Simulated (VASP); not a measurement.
## Ta: surface energy and work function by face

Aim: compare the low-index faces of Ta at one level of theory.

Calculated with VASP 6.6.1; PBEsol; plane waves and PAW (Ta).

### 1. Starting point

It takes space group Im-3m (No. 229, cubic). The conventional cell has a = 3.310 Å, b = 3.310 Å, c = 3.310 Å, α = 90.00°, β = 90.00°, γ = 90.00°. Nearest to Ta lie 8 Ta at 2.87 Å.

### 2. The bulk reference, job relaxation, k-mesh 16×16×16

The bulk crystal is relaxed first, so that the slabs are cut at this functional's lattice.

INCAR reads:

```
SYSTEM = Ta
PREC = Accurate
ENCUT = 420
EDIFF = 1E-06
NELM = 120
ISMEAR = 1
SIGMA = 0.15
LREAL = .FALSE.
ALGO = Normal
GGA = PS
NBANDS = 8
LORBIT = 11
LWAVE = .FALSE.
LCHARG = .FALSE.
KPAR = 4
IBRION = 2
NSW = 30
ISIF = 3
EDIFFG = -0.01
POTIM = 0.4
```

POSCAR reads:

```
Ta
1.0
   -1.6550000000      1.6550000000      1.6550000000
    1.6550000000     -1.6550000000      1.6550000000
    1.6550000000      1.6550000000     -1.6550000000
Ta
1
Direct
    0.0000000000      0.0000000000      0.0000000000
```

KPOINTS reads:

```
Automatic mesh
0
Gamma
16 16 16
0 0 0
```

The projector-augmented-wave data sets are Ta (PBE family, release 64).

Run with:

```console
> mpirun -np 4 vasp_std
```

The program printed:

```text
[banner, memory and clock lines left out]
running    4 mpi-ranks, on    1 nodes
 distrk:  each k-point on    1 cores,    4 groups
 distr:  one band on    1 cores,    1 groups

 POSCAR found type information on POSCAR Ta
 POSCAR found :  1 types and       1 ions
|                                                                             |
|               ----> ADVICE to this user running VASP <----                  |
|                                                                             |
|     You enforced a specific xc type in the INCAR file but a different       |
|     [... a line on the potential file left out ...]
|     I HOPE YOU KNOW WHAT YOU ARE DOING!                                     |
|                                                                             |

 LDA part: xc-table for (Slater+PW92), standard interpolation
 POSCAR, INCAR and KPOINTS ok, starting setup
 FFT: planning ... GRIDC
 FFT: planning ... GRID_SOFT
 FFT: planning ... GRID
 WAVECAR not read
 entering main loop
       N       E                     dE             d eps       ncg     rms          rms(c)
DAV:   1    -0.455255216130E+01   -0.45526E+01   -0.17228E+03  2408   0.379E+02
DAV:   2    -0.130985404370E+02   -0.85460E+01   -0.81514E+01  3472   0.577E+01
DAV:   3    -0.131334839671E+02   -0.34944E-01   -0.34844E-01  2568   0.499E+00
DAV:   4    -0.131335063485E+02   -0.22381E-04   -0.22381E-04  3688   0.100E-01
DAV:   5    -0.131335063530E+02   -0.45425E-08   -0.43508E-08  2608   0.102E-03    0.136E+01
DAV:   6    -0.127577752075E+02    0.37573E+00   -0.24529E-01  3072   0.275E+00    0.673E+00
DAV:   7    -0.125939630232E+02    0.16381E+00   -0.32942E-01  3080   0.309E+00    0.416E-01
DAV:   8    -0.125929576697E+02    0.10054E-02   -0.10858E-03  2760   0.264E-01    0.105E-01
DAV:   9    -0.125926637198E+02    0.29395E-03   -0.30352E-04  3200   0.802E-02    0.240E-02
DAV:  10    -0.125926639250E+02   -0.20515E-06   -0.14278E-05  3248   0.230E-02    0.178E-02
DAV:  11    -0.125926632896E+02    0.63536E-06   -0.77365E-07  2144   0.552E-03
   1 F= -.12592663E+02 E0= -.12592264E+02  d E =-.125927E+02
 curvature:   0.00 expect dE= 0.000E+00 dE for cont linesearch  0.000E+00
 trial: gam= 0.00000 g(F)=  0.381E-64 g(S)=  0.637E-01 ort = 0.000E+00 (trialstep = 0.100E+01)
 search vector abs. value=  0.637E-01
 bond charge predicted
       N       E                     dE             d eps       ncg     rms          rms(c)
DAV:   1    -0.125880719127E+02    0.45920E-02   -0.17491E+00  2416   0.985E+00    0.298E+00
DAV:   2    -0.125753120623E+02    0.12760E-01   -0.85046E-03  3432   0.578E-01    0.153E+00
DAV:   3    -0.125706860446E+02    0.46260E-02   -0.88862E-03  2952   0.489E-01    0.483E-02
DAV:   4    -0.125707556461E+02   -0.69601E-04   -0.89133E-05  3104   0.519E-02    0.247E-02
DAV:   5    -0.125707637346E+02   -0.80886E-05   -0.70108E-06  3288   0.121E-02    0.378E-03
DAV:   6    -0.125707625440E+02    0.11907E-05   -0.42678E-07  1816   0.308E-03    0.129E-03
DAV:   7    -0.125707625538E+02   -0.97781E-08   -0.98035E-09  1392   0.804E-04
   2 F= -.12570763E+02 E0= -.12570534E+02  d E =0.219007E-01
[...]
3 F= -.12605064E+02 E0= -.12604706E+02  d E =-.124011E-01
 curvature:  -0.18 expect dE=-0.247E-05 dE for cont linesearch -0.247E-05
 ZBRENT: interpolating
 opt :   0.3859  next Energy=   -12.605067 (dE=-0.124E-01)
 bond charge predicted
       N       E                     dE             d eps       ncg     rms          rms(c)
DAV:   1    -0.126050674716E+02   -0.31563E-05   -0.96254E-05  2456   0.718E-02    0.220E-02
DAV:   2    -0.126050668273E+02    0.64428E-06   -0.53074E-07  2632   0.458E-03
   4 F= -.12605067E+02 E0= -.12604709E+02  d E =-.124035E-01
 curvature:  -0.18 expect dE=-0.167E-06 dE for cont linesearch -0.167E-06
 trial: gam= 0.00000 g(F)=  0.208E-64 g(S)=  0.944E-06 ort =-0.245E-03 (trialstep = 0.877E+00)
 search vector abs. value=  0.944E-06
 reached required accuracy - stopping structural energy minimisation
```

Run time: 8.2 s. Hardware: 4 MPI ranks of AMD EPYC 7R43, shared host; peak memory 0.46 GiB; 31 s of CPU time.

The logs omit lines about the potential files and the build; timing stands in the text.

OUTCAR, selected parts (step 2):

```text
ion  position               nearest neighbor table
   1  0.000  0.000  0.000-

  LATTYP: Found a body centered cubic cell.
 ALAT       =     3.3100000000

 Subroutine GETGRP returns: Found 48 space group operations
 (whereof 48 operations were pure point group operations)

The static configuration has the point symmetry O_h .

 Found    145 irreducible k-points:

   k-points           NKPTS =    145   k-points in BZ     NKDIM =    145   number of bands    NBANDS=      8

   dimension x,y,z NGX =    20 NGY =   20 NGZ =   20
   dimension x,y,z NGXF=    40 NGYF=   40 NGZF=   40

   ENCUT  =  420.0 eV  30.87 Ry    5.56 a.u.   4.79  4.79  4.79*2*pi/ulx,y,z

   NELECT =       5.0000    total number of electrons

 k-points in reciprocal lattice and weights: Automatic mesh
   0.00000000  0.00000000  0.00000000       0.000
   0.06250000  0.00000000  0.00000000       0.003
   0.12500000  0.00000000  0.00000000       0.003
   0.18750000  0.00000000  0.00000000       0.003
   0.25000000  0.00000000  0.00000000       0.003
   0.31250000  0.00000000  0.00000000       0.003
   0.37500000  0.00000000  0.00000000       0.003
   0.43750000  0.00000000  0.00000000       0.003
   0.50000000  0.00000000  0.00000000       0.001
[...]
0.50000000  0.50000000  0.43750000       0.003
   0.50000000  0.50000000  0.50000000       0.000

 average (electrostatic) potential at core
       1 -34.4101

 E-fermi :   5.8007

 k-point     1 :       0.0000    0.0000    0.0000
  band No.  band energies     occupation
      1      -2.2050      2.00000
      2       6.5507     -0.00000
      3       6.5507     -0.00000
      4       6.5507     -0.00000
      5       9.9097      0.00000
      6       9.9097      0.00000
    ...

 k-point     2 :       0.0625    0.0000    0.0000
  band No.  band energies     occupation
      1      -2.0281      2.00000
      2       6.4322     -0.00000
      3       6.5165     -0.00000
      4       6.7282     -0.00000
      5       9.7160      0.00000
      6       9.9096      0.00000
    ...

 k-point     3 :       0.1250    0.0000    0.0000
  band No.  band energies     occupation
      1      -1.5197      2.00000
      2       6.1132     -0.01213
      3       6.3643     -0.00000
      4       7.2542     -0.00000
      5       9.3533      0.00000
      6       9.9223      0.00000
    ...

  Total        0.0028560      0.0028560      0.0028560      0.0000000      0.0000000      0.0000000
  in kB        0.2609018      0.2609018      0.2609018      0.0000000      0.0000000      0.0000000
  external PRESSURE =       0.2609018 kB  Pullay stress =       0.0000000 kB

  energy-cutoff  :      420.00
  volume of cell :       17.54
      direct lattice vectors                 reciprocal lattice vectors
    -1.636721298  1.636721298  1.636721298     0.000000000  0.305488785  0.305488785
     1.636721298 -1.636721298  1.636721298     0.305488785  0.000000000  0.305488785
     1.636721298  1.636721298 -1.636721298     0.305488785  0.305488785  0.000000000

 POSITION                                       TOTAL-FORCE (eV/Angst)
 -----------------------------------------------------------------------------------
      1.63672      1.63672     -1.63672         0.000000     -0.000000      0.000000
 -----------------------------------------------------------------------------------
    total drift:                               -0.000000     -0.000000      0.000000

  FREE ENERGIE OF THE ION-ELECTRON SYSTEM (eV)
  ---------------------------------------------------
  free  energy   TOTEN  =       -12.6050668273 eV

  energy  without entropy=      -12.6039942613  energy(sigma->0) =      -12.60470931

 reached required accuracy - stopping structural energy minimisation

 total charge
# of ion       s       p       d       tot
------------------------------------------
    1        0.690   0.723   3.433   4.846

[... 3 further parts left out ...]
```

CONTCAR:

```
Ta
   1.00000000000000
    -1.6367212982950348    1.6367212982950348    1.6367212982950348
     1.6367212982950348   -1.6367212982950348    1.6367212982950348
     1.6367212982950348    1.6367212982950348   -1.6367212982950348
  Ta
     1
Direct
     0.0000000000000000    0.0000000000000000    1.0000000000000000
```

This run has no spin polarisation. Its electron count is odd, so without a moment it is a metal by construction. The PAW data sets were made with PBE, which is usual practice but a small mismatch for other functionals. The data set Ta keeps the semicore shell frozen, which is cheaper and a little less accurate. The run keeps the 48 symmetry operations of its start, so it cannot find a distortion of lower symmetry.

Step by step:

```tsv
step	energy less that of the first step (eV)	largest force (eV/Å)	pressure (GPa)	volume (Å³)
1	0.0000	0.0000	-6.55	18.13
2	0.0219	0.0000	12.44	16.62
3	-0.0124	0.0000	-0.10	17.55
4	-0.0124	0.0000	0.03	17.54
```

```tsv
conventional cell, symmetrised	before	after	change
a (Å)	3.310	3.273	-1.1 %
b (Å)	3.310	3.273	-1.1 %
c (Å)	3.310	3.273	-1.1 %
volume (Å³/atom)	18.13	17.54	-3.3 %
```

The relaxed structure:

```
Ta
1.0
    -1.63672    1.63672    1.63672
     1.63672   -1.63672    1.63672
     1.63672    1.63672   -1.63672
Ta
1
Direct
  0.00000 0.00000 0.00000
```

This step gave:

```
electronic cycles       : 25
electrons               : 5
free energy (TOTEN)     : -12.61 eV
energy at zero smearing : -12.60 eV
Fermi energy            : 5.801 eV
metallic                : yes
```

The run ended after 4 ionic steps, 0.012 eV below its first step, once forces and stress met EDIFFG = -0.01.

Energy at zero smearing: -12.60471 eV.

### 3. The bulk reference, job self-consistent run, k-mesh 20×20×20

INCAR reads:

```
SYSTEM = Ta
PREC = Normal
ENCUT = 320
EDIFF = 1E-06
NELM = 120
ISMEAR = 1
SIGMA = 0.15
LREAL = .FALSE.
ALGO = Fast
GGA = PS
NBANDS = 8
LORBIT = 11
LWAVE = .FALSE.
LCHARG = .FALSE.
KPAR = 4
```

POSCAR reads:

```
Ta
1.0
   -1.6367212983      1.6367212983      1.6367212983
    1.6367212983     -1.6367212983      1.6367212983
    1.6367212983      1.6367212983     -1.6367212983
Ta
1
Direct
    0.0000000000      0.0000000000      0.0000000000
```

KPOINTS reads:

```
Automatic mesh
0
Gamma
20 20 20
0 0 0
```

Run with:

```console
> mpirun -np 4 vasp_std
```

The program printed:

```text
[banner, memory and clock lines left out]
running    4 mpi-ranks, on    1 nodes
 distrk:  each k-point on    1 cores,    4 groups
 distr:  one band on    1 cores,    1 groups

 POSCAR found type information on POSCAR Ta
 POSCAR found :  1 types and       1 ions
 [... a notice as in an earlier step ...]

 LDA part: xc-table for (Slater+PW92), standard interpolation
 POSCAR, INCAR and KPOINTS ok, starting setup
 FFT: planning ... GRIDC
 FFT: planning ... GRID_SOFT
 FFT: planning ... GRID
 WAVECAR not read
 entering main loop
       N       E                     dE             d eps       ncg     rms          rms(c)
DAV:   1    -0.726283407265E+01   -0.72628E+01   -0.14493E+03  4536   0.298E+02
DAV:   2    -0.130925148347E+02   -0.58297E+01   -0.55092E+01  5832   0.470E+01
DAV:   3    -0.131169049693E+02   -0.24390E-01   -0.24228E-01  4872   0.388E+00
DAV:   4    -0.131169192731E+02   -0.14304E-04   -0.14304E-04  6240   0.695E-02
DAV:   5    -0.131169192758E+02   -0.27059E-08   -0.25457E-08  5024   0.699E-04    0.150E+01
RMM:   6    -0.127672654042E+02    0.34965E+00   -0.13356E-01  4207   0.224E+00    0.762E+00
RMM:   7    -0.126082516558E+02    0.15901E+00   -0.22852E-01  4369   0.288E+00    0.473E-01
RMM:   8    -0.126084842855E+02   -0.23263E-03   -0.98035E-03  4592   0.857E-01    0.191E-01
RMM:   9    -0.126084762392E+02    0.80463E-05   -0.12486E-03  4746   0.222E-01    0.101E-01
RMM:  10    -0.126084594222E+02    0.16817E-04   -0.30531E-04  4714   0.104E-01    0.464E-02
RMM:  11    -0.126084609239E+02   -0.15017E-05   -0.37817E-05  5009   0.327E-02    0.147E-02
RMM:  12    -0.126084615985E+02   -0.67461E-06   -0.77349E-06  4608   0.110E-02
   1 F= -.12608462E+02 E0= -.12608570E+02  d E =0.324062E-03
```

The job ended after 2.8 s (4 MPI ranks; peak memory 0.35 GiB; 8.5 s of CPU time).

OUTCAR, selected parts (step 3):

```text
  LATTYP: Found a body centered cubic cell.
 ALAT       =     3.2734425966

The static configuration has the point symmetry O_h .

 Found    256 irreducible k-points:

   k-points           NKPTS =    256   k-points in BZ     NKDIM =    256   number of bands    NBANDS=      8

   dimension x,y,z NGX =    12 NGY =   12 NGZ =   12
   dimension x,y,z NGXF=    24 NGYF=   24 NGZF=   24

   ENCUT  =  320.0 eV  23.52 Ry    4.85 a.u.   4.13  4.13  4.13*2*pi/ulx,y,z

   NELECT =       5.0000    total number of electrons

 E-fermi :   5.7947

 k-point     1 :       0.0000    0.0000    0.0000
  band No.  band energies     occupation
      1      -2.2053      2.00000
      2       6.5517     -0.00000
      3       6.5517     -0.00000
      4       6.5517     -0.00000
      5       9.9106      0.00000
      6       9.9106      0.00000
    ...

 k-point     2 :       0.0500    0.0000    0.0000
  band No.  band energies     occupation
      1      -2.0917      2.00000
      2       6.4751     -0.00000
      3       6.5309     -0.00000
      4       6.6654     -0.00000
      5       9.7816      0.00000
      6       9.9103      0.00000
    ...

  Total       -0.0356592     -0.0356592     -0.0356592      0.0000000      0.0000000      0.0000000
  in kB       -3.2576002     -3.2576002     -3.2576002      0.0000000      0.0000000      0.0000000
  external PRESSURE =      -3.2576002 kB  Pullay stress =       0.0000000 kB

  energy-cutoff  :      320.00
  volume of cell :       17.54
      direct lattice vectors                 reciprocal lattice vectors
    -1.636721298  1.636721298  1.636721298     0.000000000  0.305488785  0.305488785
     1.636721298 -1.636721298  1.636721298     0.305488785  0.000000000  0.305488785
     1.636721298  1.636721298 -1.636721298     0.305488785  0.305488785  0.000000000

 POSITION                                       TOTAL-FORCE (eV/Angst)
 -----------------------------------------------------------------------------------
      0.00000      0.00000      0.00000         0.000000     -0.000000      0.000000
 -----------------------------------------------------------------------------------
    total drift:                               -0.000000     -0.000000     -0.000000

  FREE ENERGIE OF THE ION-ELECTRON SYSTEM (eV)
  ---------------------------------------------------
  free  energy   TOTEN  =       -12.6084615985 eV

  energy  without entropy=      -12.6087856604  energy(sigma->0) =      -12.60856962

 total charge
# of ion       s       p       d       tot
------------------------------------------
    1        0.690   0.724   3.463   4.876

[... 2 parts as in an earlier step ...]

[... 6 further parts left out ...]
```

Numbers from this step:

* electronic cycles: 12
* energy at zero smearing: -12.61 eV
* Fermi energy: 5.795 eV

Energy at zero smearing: -12.60857 eV.

The run ends at a pressure of -0.33 GPa.

(Continued in part 2 of 6.)

[Lines on the potential files, build, host, timing and source positions are cut from VASP's logs without a mark.]

[Logs are printed without paths, hosts, clocks, repeated set-up lines and the standing remarks that a program may print on its own settings, such as how far it seeks lower states.]

[Hosts, paths, dates, database ids (printed as entryN), source tags and the programs' standing remarks are cut or masked in the printed files.]

[Runs that stopped without an error message from VASP are left out.]
